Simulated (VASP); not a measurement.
Al2O3 (corundum): the LDA mean ε∞ (DFPT) against the volume, with shape and ions relaxed at each volume; LDA's own equilibrium is at 8.352 Å³/atom. VASP (PAW), 520 eV cut-off, 7×7×7 Γ-centred mesh, Gaussian smearing of 0.010 eV, potentials Al O.  Fit the value as a straight line in ln V.

```csv
V (Å³/atom),LDA mean ε∞ (DFPT)
7.35,3.11
7.6,3.13
7.851,3.16
8.101,3.19
8.352,3.22
8.602,3.26
```

Question: Fit the rows as the text says and predict the value at 8.853.

Answer: The slope against ln V is 0.95. The line misses the rows by up to 0.01 and gives 3.28 at 8.853. The run gave 3.29, +0.01 from the line.

Left out are failed runs and those whose mesh is unfit for this quantity.

The compound is Al2O3 in the corundum structure.
